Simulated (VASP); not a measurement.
Energy against volume of ZnSe (zinc blende). All values below come from vdW-DF-cx, VASP's PBE PAW potentials (set 64) (plane waves; VASP). Settings: 520 eV cut-off, 8×8×8 Γ-centred mesh, Gaussian smearing of 0.050 eV, potentials Zn Se.

```json
[
 {"V (Å³/atom)": "22.025", "E (eV/atom)": "-0.74310"},
 {"V (Å³/atom)": "22.706", "E (eV/atom)": "-0.74773"},
 {"V (Å³/atom)": "23.387", "E (eV/atom)": "-0.74428"},
 {"V (Å³/atom)": "24.068", "E (eV/atom)": "-0.73399"}
]
```

Problem. Fit these four points and predict the energy of the run at 21.344 Å³/atom.

Solution. A cubic in V^(−2/3), the third-order Birch-Murnaghan form, passes through the four points with V0 = 22.74 Å³/atom and B0 = 63 GPa, and gives -0.7289 eV/atom there. The run gave -0.7290 eV/atom, -0.1 meV/atom from the fit; all five points give B0 = 63 GPa.

The compound is ZnSe in the zinc blende structure. It was relaxed first.
